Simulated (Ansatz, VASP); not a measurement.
# Cross-check of Pb between VASP and Ansatz, part 2 of 2

Aim: how closely do two programs agree when they are given the same cell, functional and k mesh? Of the first pair: The structure shown is the start of the Ansatz relaxation below; VASP solves that cell, so the two are compared at the walk's first step.

VASP 6.6.1 and Ansatz 0.2.0.

So far. Step 3 (VASP: single point, PBEsol, start cell, pair 1): The run ends at a pressure of -0.72 GPa, with forces up to 0.22 eV/Å.

## 4. Differences

Known differences besides the potentials themselves: Ansatz cuts the interaction across the vacuum, VASP repeats the sheet with a dipole correction; the cutoff is 420 eV in Ansatz and 400 eV in VASP; Ansatz makes its cores anew for this functional, VASP keeps those of its PBE data sets. Total energies have different zeros and are not compared.

Forces (eV/Å; atoms numbered as in POSCAR):

| atom | Ansatz x, y, z | VASP x, y, z |
| --- | --- | --- |
| Pb1 | 0.000, 0.000, 0.219 | 0.000, 0.000, 0.219 |
| Pb2 | 0.000, 0.000, 0.000 | 0.000, 0.000, 0.000 |
| Pb3 | 0.000, 0.000, -0.219 | 0.000, 0.000, -0.219 |

The forces differ by 0.3 meV/Å r.m.s., which is 0.3 % of the r.m.s. force of 0.103 eV/Å (both taken over all components). With vacuum in the cell, a pressure given here is an average over mostly empty space and none of the material.

## 5. Ansatz: relaxation, PBEsol

This run makes the geometry at which the two programs are then compared.

The structure compared here is the end of the Ansatz relaxation.

input.yaml

```yaml
crystal:
  lattice:
    - [2.377630576, 2.377630576, 0.0]
    - [-2.377630576, 2.377630576, 0.0]
    - [0.0, 0.0, 33.6999994]
  atoms:
    - { symbol: Pb, position: [0.0, 0.0, 0.1926464373] }
    - { symbol: Pb, position: [0.5, 0.5, 0.2663204795] }
    - { symbol: Pb, position: [0.0, 0.0, 0.3399945217] }
  periodic: [true, true, false]
kpoints:
  mp_grid: { grid: [12, 12, 1] }
hamiltonian:
  xc: pbesol
  pseudopotentials: { kind: paw, azcp: { folder: soft_1 }, xc_functional: pbe }
scf:
  occupations: { method: methfessel_paxton, width: 0.2 }
output:
  forces: true
  stress: true
  eigenvalues: true
  write_density: true
  write_potential: true
  elf: true
  volumetric_format: npy
relax:
  adjacent_minimum: "off"
  f_tol: 0.001
  max_steps: 60
  cell: { stress_2d_tol: 0.002 }
```

The run is started by

```
$ ansatz run input.yaml --threads 4 --pin off --max-ram 16384MiB --backend cpu --events-out ev --progress --plain --runs-dir out
```

Numbers of over 12 decimals in the logs are rounded to 6 here.

What it wrote:

```text
[...]
Crystal: 3 atoms, lattice volume = 381.021 Å³
Basis set: ecut = 420 eV, 7473 PW (Γ), exchange–correlation on 48×48×480 points (8 copies of the dense FFT grid, shifted against one another)
Bands: 26, of which v1, the nominal top of the filled ones, is band 21 counted from 1 (20 counted from 0)
Symmetry: 16 space group operations
[...]
k-points: 28 of 144
[...]
° read free of the cell's end (the report's vacuum.weakly_bound_levels)
--- Relaxed structure (5 steps of the walk, 4 accepted, 1 SCFs on fresh bases) ---
[...]
cell:  # Å, volume = 380.4139 Å³
    - [2.375736, 2.375736, 0.0]
    - [-2.375736, 2.375736, 0.0]
    - [0.0, 0.0, 33.6999994]
  atoms:
    - { symbol: Pb, position: [0, 0, 0.192525] }
    - { symbol: Pb, position: [0.5, 0.5, 0.2663204795] }
    - { symbol: Pb, position: [0, 0, 0.340115] }
[key lines of the parts left out:]
SCF converged after 7 iterations
Free energy (F): -35270.763832 eV
Fermi energy:    -3.817992 eV
P = ½ c Tr σ = 0.0001 N/m
```

## 6. VASP: single point, PBEsol, relaxed cell, pair 2

The same cell, functional, mesh and smearing now go to VASP, with its own data sets.

INCAR

```
SYSTEM = Pb
PREC = Accurate
ENCUT = 400
EDIFF = 1E-06
NELM = 120
ISMEAR = 1
SIGMA = 0.2
LREAL = .FALSE.
ALGO = Normal
GGA = PS
NBANDS = 27
LORBIT = 11
LWAVE = .FALSE.
LCHARG = .FALSE.
ISIF = 2
LDIPOL = .TRUE.
IDIPOL = 3
DIPOL = 0.5 0.5 0.266
LVHAR = .TRUE.
LASPH = .TRUE.
GGA_COMPAT = .FALSE.
NELMDL = -8
KPAR = 2
```

POSCAR

```
Pb
1.0
    2.3757363246      2.3757363246      0.0000000000
   -2.3757363246      2.3757363246      0.0000000000
    0.0000000000      0.0000000000     33.6999994000
Pb
3
Direct
    0.0000000000      0.0000000000      0.1925254773
    0.5000000000      0.5000000000      0.2663204795
    0.0000000000      0.0000000000      0.3401154817
```

KPOINTS

```
Automatic mesh
0
Gamma
12 12 1
0 0 0
```

The projector-augmented-wave data sets are Pb_d (PBE family, release 64).

The run is started by

```
$ mpirun -np 2 vasp_std
```

What it wrote:

```text
[banner, memory and clock lines left out]
running    2 mpi-ranks, on    1 nodes
[...]
[... a notice as in an earlier step ...]

 LDA part: xc-table for (Slater+PW92), standard interpolation
 POSCAR, INCAR and KPOINTS ok, starting setup
[...]
entering main loop
       N       E                     dE             d eps       ncg     rms          rms(c)
DAV:   1     0.390308088587E+03    0.39031E+03   -0.16469E+04  1896   0.104E+03
DAV:   2     0.199779738386E+02   -0.37033E+03   -0.36648E+03  1707   0.369E+02
DAV:   3    -0.103311965308E+02   -0.30309E+02   -0.30140E+02  1887   0.146E+02
DAV:   4    -0.114095651640E+02   -0.10784E+01   -0.10779E+01  1843   0.382E+01
[...]
DAV:  23    -0.112754581355E+02   -0.24208E-05   -0.77367E-08  1111   0.338E-03    0.160E-04
DAV:  24    -0.112754600507E+02   -0.19151E-05   -0.55933E-08  1071   0.149E-03    0.628E-05
DAV:  25    -0.112754609530E+02   -0.90232E-06   -0.21298E-08  1066   0.103E-03
   1 F= -.11275461E+02 E0= -.11272872E+02  d E =-.776715E-02
```

From OUTCAR (step 6):

```text
  Total       -0.0484839     -0.0484839     -0.0480339      0.0000000      0.0000000      0.0000000
  in kB       -0.2041982     -0.2041982     -0.2023027      0.0000000      0.0000000      0.0000000
  external PRESSURE =      -0.2035664 kB  Pullay stress =       0.0000000 kB

 POSITION                                       TOTAL-FORCE (eV/Angst)
 -----------------------------------------------------------------------------------
      0.00000      0.00000      6.48811         0.000000      0.000000      0.000516
      0.00000      2.37574      8.97500        -0.000000     -0.000000     -0.000000
      0.00000      0.00000     11.46189         0.000000      0.000000     -0.000516
 -----------------------------------------------------------------------------------
    total drift:                                0.000000      0.000000     -0.000285

  FREE ENERGIE OF THE ION-ELECTRON SYSTEM (eV)
  ---------------------------------------------------
  free  energy   TOTEN  =       -11.2754609530 eV

  energy  without entropy=      -11.2676938032  energy(sigma->0) =      -11.27287190

[... 1 part as in an earlier step ...]

[... 2 further parts left out ...]
[key lines of the parts left out:]
E-fermi :  -1.1903
```

The run ends at a pressure of -0.02 GPa, with forces up to 5.2e-4 eV/Å.

## 7. Differences

With vacuum in the cell, a pressure given here is an average over mostly empty space and none of the material.

## 8. Summary of results

```
r.m.s. force difference (single point, PBEsol, start cell, pair 1)   : 0.34 meV/Å
r.m.s. force difference (single point, PBEsol, relaxed cell, pair 2) : 0.26 meV/Å
```

In words: The r.m.s. force difference is 0.34 meV/Å (single point, PBEsol, start cell, pair 1), within the 12 meV/Å picked in this series as the mark of a large difference. 1 further run of this series is not shown here. How closely two codes agree says nothing of how well the functional describes the real material.

[Lines on the potential files, build, host, timing and source positions are cut from VASP's logs without a mark.]

[Logs are printed without paths, hosts, clocks, repeated set-up lines and the standing remarks that a program may print on its own settings, such as how far it seeks lower states.]

[Hosts, paths, dates, database ids (printed as entryN), source tags and the programs' standing remarks are cut or masked in the printed files.]
